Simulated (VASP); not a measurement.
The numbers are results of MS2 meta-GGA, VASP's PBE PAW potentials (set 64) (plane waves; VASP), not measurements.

VASP ran on this input.

**KPOINTS**
```
Automatic mesh
0
gamma
8 8 8
0 0 0
```

**POSCAR**
```
Ni3Si
1
    3.4628876297     0.0000000000    -0.0000000000
   -0.0000000000     3.4628876297    -0.0000000000
    0.0000000000     0.0000000000     3.4628876297
Si Ni
1 3
Direct
  0.0000000000   0.0000000000   0.0000000000
  0.0000000000   0.5000000000   0.5000000000
  0.5000000000   0.0000000000   0.5000000000
  0.5000000000   0.5000000000   0.0000000000
```

### INCAR
```
! general
SYSTEM   =  Ni3Si
PREC     =  Accurate
ENCUT    =  520
LREAL    =  .False.   ! projection in real space or not
LASPH    =  .True.

! electronic loop
EDIFF    =  1E-6   ! SCF stop (eV)
NELM     =  100   ! most electronic steps
ALGO     =  Normal   ! blocked Davidson
LMAXMIX  =  4
LMIXTAU  =  .True.

! smearing
ISMEAR   =  1   ! Methfessel-Paxton
SIGMA    =  0.1   ! width (eV)

! functional
METAGGA  =  MS2

! ions
IBRION   =  2   ! conjugate gradients
NSW      =  60   ! most ionic steps
ISIF     =  3   ! ions, shape and volume
EDIFFG   =  -0.02   ! ionic stop

! output
LWAVE    =  .False.
LCHARG   =  .False.
```

POTCAR, in this order: Si Ni (PBE.64 set). Program: vasp_std.

What VASP printed:

**OSZICAR**
```
       N       E                     dE             d eps       ncg     rms          rms(c)
DAV:   1     0.185502094621E+03    0.18550E+03   -0.15765E+04  1486   0.216E+03
DAV:   2    -0.385856534282E+02   -0.22409E+03   -0.21624E+03  1470   0.378E+02
DAV:   3    -0.501256962121E+02   -0.11540E+02   -0.11096E+02  1623   0.115E+02
DAV:   4    -0.504063524500E+02   -0.28066E+00   -0.27846E+00  1737   0.159E+01
DAV:   5    -0.504157611571E+02   -0.94087E-02   -0.94075E-02  1705   0.281E+00    0.277E+01
DAV:   6    -0.465761535136E+02    0.38396E+01   -0.16497E+02  1645   0.215E+02    0.310E+01
DAV:   7    -0.345586095531E+02    0.12018E+02   -0.42124E+01  1585   0.113E+02    0.426E+00
DAV:   8    -0.347761265209E+02   -0.21752E+00   -0.30280E+00  1951   0.213E+01    0.317E+00
DAV:   9    -0.347354879899E+02    0.40639E-01   -0.21993E-01  1868   0.735E+00    0.122E+00
DAV:  10    -0.347423055046E+02   -0.68175E-02   -0.78716E-02  1767   0.455E+00    0.530E-01
DAV:  11    -0.347457807102E+02   -0.34752E-02   -0.21077E-02  1560   0.249E+00    0.174E-01
DAV:  12    -0.347454850822E+02    0.29563E-03   -0.10650E-03  1698   0.523E-01    0.124E-01
DAV:  13    -0.347451156795E+02    0.36940E-03   -0.16182E-04  1697   0.144E-01    0.503E-02
DAV:  14    -0.347451278538E+02   -0.12174E-04   -0.17616E-04  1821   0.187E-01    0.385E-02
DAV:  15    -0.347450502820E+02    0.77572E-04   -0.90846E-05  1640   0.165E-01    0.120E-02
DAV:  16    -0.347450140417E+02    0.36240E-04   -0.19262E-05  1701   0.700E-02    0.659E-03
DAV:  17    -0.347450032056E+02    0.10836E-04   -0.15628E-06   838   0.228E-02    0.324E-03
DAV:  18    -0.347449991756E+02    0.40300E-05   -0.42820E-07   795   0.667E-03    0.167E-03
DAV:  19    -0.347450020613E+02   -0.28858E-05   -0.28387E-07   780   0.891E-03    0.534E-04
DAV:  20    -0.347450013056E+02    0.75571E-06   -0.33046E-08   780   0.214E-03
   1 F= -.34745001E+02 E0= -.34744590E+02  d E =-.347450E+02
       N       E                     dE             d eps       ncg     rms          rms(c)
DAV:   1    -0.350512964965E+02   -0.30629E+00   -0.35660E+00  1490   0.306E+01    0.477E+00
DAV:   2    -0.349953484201E+02    0.55948E-01   -0.37570E+00  1616   0.341E+01    0.354E+00
DAV:   3    -0.347558927873E+02    0.23946E+00   -0.98439E-01  1611   0.178E+01    0.693E-01
DAV:   4    -0.347481945916E+02    0.76982E-02   -0.28556E-02  1478   0.125E+00    0.241E-01
DAV:   5    -0.347471853418E+02    0.10092E-02   -0.15033E-03  1956   0.507E-01    0.114E-01
DAV:   6    -0.347471737912E+02    0.11551E-04   -0.73236E-04  1806   0.429E-01    0.521E-02
DAV:   7    -0.347470152664E+02    0.15852E-03   -0.10553E-03  1600   0.558E-01    0.379E-02
DAV:   8    -0.347470095096E+02    0.57568E-05   -0.24345E-04  1580   0.276E-01    0.158E-02
DAV:   9    -0.347470293639E+02   -0.19854E-04   -0.40871E-05  1658   0.120E-01    0.114E-02
DAV:  10    -0.347470394020E+02   -0.10038E-04   -0.12725E-05  1570   0.658E-02    0.133E-03
DAV:  11    -0.347470396959E+02   -0.29382E-06   -0.30725E-07   750   0.731E-03
   2 F= -.34747040E+02 E0= -.34746666E+02  d E =-.203839E-02
       N       E                     dE             d eps       ncg     rms          rms(c)
DAV:   1    -0.347958352027E+02   -0.48796E-01   -0.51022E-01  1490   0.118E+01    0.182E+00
DAV:   2    -0.347865188769E+02    0.93163E-02   -0.57078E-01  1616   0.132E+01    0.140E+00
DAV:   3    -0.347506922359E+02    0.35827E-01   -0.15028E-01  1616   0.695E+00    0.261E-01
DAV:   4    -0.347500193672E+02    0.67287E-03   -0.54704E-03  1552   0.547E-01    0.114E-01
DAV:   5    -0.347497188709E+02    0.30050E-03   -0.65328E-04  1914   0.375E-01    0.372E-02
DAV:   6    -0.347497961487E+02   -0.77278E-04   -0.89748E-05  1793   0.132E-01    0.156E-02
DAV:   7    -0.347498204803E+02   -0.24332E-04   -0.12296E-04  1640   0.174E-01    0.155E-02
DAV:   8    -0.347497786856E+02    0.41795E-04   -0.45516E-05  1615   0.117E-01    0.713E-03
DAV:   9    -0.347497739330E+02    0.47527E-05   -0.32724E-06  1192   0.340E-02    0.106E-03
DAV:  10    -0.347497703925E+02    0.35405E-05   -0.45941E-07   735   0.115E-02    0.160E-03
DAV:  11    -0.347497710724E+02   -0.67995E-06   -0.12947E-07   735   0.669E-03
   3 F= -.34749771E+02 E0= -.34749383E+02  d E =-.476977E-02
       N       E                     dE             d eps       ncg     rms          rms(c)
DAV:   1    -0.347609788950E+02   -0.11209E-01   -0.12233E-01  1490   0.575E+00    0.890E-01
DAV:   2    -0.347577654746E+02    0.32134E-02   -0.13563E-01  1611   0.646E+00    0.688E-01
DAV:   3    -0.347497374888E+02    0.80280E-02   -0.36018E-02  1616   0.340E+00    0.127E-01
DAV:   4    -0.347496044513E+02    0.13304E-03   -0.12643E-03  1537   0.257E-01    0.526E-02
DAV:   5    -0.347495339037E+02    0.70548E-04   -0.12193E-04  1884   0.158E-01    0.204E-02
DAV:   6    -0.347495606128E+02   -0.26709E-04   -0.21919E-05  1835   0.676E-02    0.778E-03
DAV:   7    -0.347495784007E+02   -0.17788E-04   -0.27883E-05  1610   0.806E-02    0.732E-03
DAV:   8    -0.347495584667E+02    0.19934E-04   -0.16577E-05  1605   0.705E-02    0.563E-03
DAV:   9    -0.347495601023E+02   -0.16356E-05   -0.30110E-06  1215   0.325E-02    0.790E-04
DAV:  10    -0.347495577270E+02    0.23753E-05   -0.15102E-07   735   0.698E-03    0.700E-04
DAV:  11    -0.347495579023E+02   -0.17531E-06   -0.24905E-08   735   0.271E-03
   4 F= -.34749558E+02 E0= -.34749163E+02  d E =-.455660E-02
```

**OUTCAR**
```
------------------------ aborting loop because EDIFF is reached ----------------------------------------
  FORCE on cell =-STRESS in cart. coord.  units (eV):
  Direction    XX          YY          ZZ          XY          YZ          ZX
  --------------------------------------------------------------------------------------
  Total       -0.0014006     -0.0014006     -0.0014006     -0.0000000     -0.0000000     -0.0000000
  in kB       -0.0545561     -0.0545561     -0.0545561     -0.0000000     -0.0000000     -0.0000000
  external PRESSURE =      -0.0545561 kB  Pullay stress =       0.0000000 kB
  volume of cell :       41.13
      direct lattice vectors                 reciprocal lattice vectors
     3.451953889 -0.000000000 -0.000000000     0.289691008  0.000000000  0.000000000
    -0.000000000  3.451953889 -0.000000000     0.000000000  0.289691008 -0.000000000
    -0.000000000  0.000000000  3.451953889     0.000000000  0.000000000  0.289691008
 POSITION                                       TOTAL-FORCE (eV/Angst)
 -----------------------------------------------------------------------------------
      0.00000      0.00000      0.00000         0.000000     -0.000000      0.000000
     -0.00000      1.72598      1.72598        -0.000000      0.000000      0.000000
      1.72598      0.00000      1.72598         0.000000      0.000000      0.000000
      1.72598      1.72598     -0.00000         0.000000     -0.000000      0.000000
 -----------------------------------------------------------------------------------
    total drift:                                0.000000      0.000000      0.000000
  FREE ENERGIE OF THE ION-ELECTRON SYSTEM (eV)
  ---------------------------------------------------
  free  energy   TOTEN  =       -34.7495579023 eV

  energy  without entropy=      -34.7483731474  energy(sigma->0) =      -34.74916298

 reached required accuracy - stopping structural energy minimisation
```
(Selected blocks of OUTCAR.)

CONTCAR:
```
Ni3Si
   1.00000000000000
     3.4519538887657371   -0.0000000000000000   -0.0000000000000000
    -0.0000000000000000    3.4519538887657371   -0.0000000000000000
    -0.0000000000000000    0.0000000000000000    3.4519538887657371
  Si              Ni
     1     3
Direct
     0.0000000000000000    0.0000000000000000    0.0000000000000000
     0.0000000000000000    0.5000000000000000    0.5000000000000000
     0.5000000000000000    0.0000000000000000    0.5000000000000000
     0.5000000000000000    0.5000000000000000    0.0000000000000000
```

OUTCAR:
```
 val. band max:       11.2545634583   @ k =   0.5000   0.3750   0.3750

 cond. band min:      11.2633805132   @ k =   0.1250   0.1250   0.0000


 Fermi energy:        11.2598671112

 k-point     1 :       0.0000    0.0000    0.0000
  band No.  band energies     occupation
      1      -1.2172      2.00000
      2       5.8458      2.00000
      3       6.7542      2.00000
      4       6.7542      2.00000
      5       7.4429      2.00000
      6       7.4429      2.00000
      7       7.4429      2.00000
      8       9.5312      2.00000
      9       9.5312      2.00000
     10       9.5312      2.00000
     11      10.2882      2.00000
     12      10.2882      2.00000
     13      10.2882      2.00000
     14      10.3031      2.00000
     15      10.3031      2.00000
     16      10.8081      2.00000
     17      11.3631     -0.05640
     18      11.3631     -0.05640
     19      11.3631     -0.05641
     20      16.4300      0.00000
     21      17.7157      0.00000

 k-point     2 :       0.1250    0.0000    0.0000
  band No.  band energies     occupation
      1      -1.0253      2.00000
      2       5.8781      2.00000
      3       6.5121      2.00000
      4       6.8908      2.00000
      5       7.4238      2.00000
      6       7.4238      2.00000
      7       7.5014      2.00000
      8       9.2401      2.00000
      9       9.2401      2.00000
     10       9.4662      2.00000
     11       9.7305      2.00000
     12      10.3048      2.00000
     13      10.3101      2.00000
     14      10.4032      2.00000
     15      10.4032      2.00000
     16      10.7270      2.00000
     17      11.3633     -0.05674
     18      11.7141     -0.00000
     19      11.7141     -0.00000
     20      16.7467      0.00000
     21      17.6623      0.00000

 k-point     3 :       0.2500    0.0000    0.0000
  band No.  band energies     occupation
      1      -0.4682      2.00000
      2       5.2371      2.00000
      3       6.4169      2.00000
...
```

The compound is Ni3Si in the L1_2 structure. This run relaxes it. Symmetry was kept, so distortions that lower it aren't found. The start is the result of an earlier pass. The run is not spin-polarised, so no magnetic state was tried.
